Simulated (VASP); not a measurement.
Calculation: PBEsol GGA, VASP's PBE PAW potentials (set 64) (plane waves; VASP).

The input files of a VASP run:

### POSCAR
```
NaI
1
    0.0000000000     3.1980132767     3.1980132767
    3.1980132767     0.0000000000     3.1980132767
    3.1980132767     3.1980132767     0.0000000000
Na I
1 1
Direct
  0.0000000000   0.0000000000   0.0000000000
  0.5000000000   0.5000000000   0.5000000000
```

INCAR:
```
SYSTEM = NaI
PREC = Accurate
ENCUT = 500
EDIFF = 1E-6
NELM = 100
ALGO = Normal
LREAL = .FALSE.
LASPH = .TRUE.
ISMEAR = 0
SIGMA = 0.05
GGA = PS
LMAXMIX = 4
LWAVE = .FALSE.
LCHARG = .FALSE.
IBRION = 2
ISIF = 3
NSW = 40
EDIFFG = -0.02
```

**KPOINTS**
```
Automatic
0
G
7 7 7
```

POTCAR, in this order: Na_pv I (PBE.64 set). Program: vasp_std.

Output

**OSZICAR**
```
       N       E                     dE             d eps       ncg     rms          rms(c)
DAV:   1     0.767323312913E+02    0.76732E+02   -0.66889E+03   440   0.110E+03
DAV:   2     0.504319256358E+00   -0.76228E+02   -0.72474E+02   498   0.234E+02
DAV:   3    -0.556426001838E+01   -0.60686E+01   -0.60306E+01   539   0.678E+01
DAV:   4    -0.573123333254E+01   -0.16697E+00   -0.16690E+00   507   0.116E+01
DAV:   5    -0.573577805037E+01   -0.45447E-02   -0.45447E-02   539   0.201E+00    0.144E+00
DAV:   6    -0.567889472586E+01    0.56883E-01   -0.77265E-02   494   0.243E+00    0.959E-01
DAV:   7    -0.566887683845E+01    0.10018E-01   -0.58257E-02   531   0.181E+00    0.501E-01
DAV:   8    -0.566977656838E+01   -0.89973E-03   -0.32505E-03   479   0.682E-01    0.949E-02
DAV:   9    -0.566974940510E+01    0.27163E-04   -0.10085E-04   506   0.138E-01    0.257E-02
DAV:  10    -0.566975444806E+01   -0.50430E-05   -0.21231E-05   521   0.653E-02    0.543E-03
DAV:  11    -0.566975456761E+01   -0.11955E-06   -0.23996E-06   482   0.196E-02
   1 F= -.56697546E+01 E0= -.56697546E+01  d E =-.566975E+01
```

File OUTCAR:
```
------------------------ aborting loop because EDIFF is reached ----------------------------------------
  FORCE on cell =-STRESS in cart. coord.  units (eV):
  Direction    XX          YY          ZZ          XY          YZ          ZX
  --------------------------------------------------------------------------------------
  Total        0.0373296      0.0373296      0.0373296      0.0000000      0.0000000     -0.0000000
  in kB        0.9143085      0.9143085      0.9143085      0.0000000      0.0000000     -0.0000000
  external PRESSURE =       0.9143085 kB  Pullay stress =       0.0000000 kB
  volume of cell :       65.41
      direct lattice vectors                 reciprocal lattice vectors
     0.000000000  3.198013277  3.198013277    -0.156347068  0.156347068  0.156347068
     3.198013277  0.000000000  3.198013277     0.156347068 -0.156347068  0.156347068
     3.198013277  3.198013277  0.000000000     0.156347068  0.156347068 -0.156347068
  FREE ENERGIE OF THE ION-ELECTRON SYSTEM (eV)
  ---------------------------------------------------
  free  energy   TOTEN  =        -5.6697545676 eV

  energy  without entropy=       -5.6697545676  energy(sigma->0) =       -5.66975457

 reached required accuracy - stopping structural energy minimisation
```
(Selected blocks of OUTCAR.)

The compound is NaI in the rock salt structure. It was relaxed first.
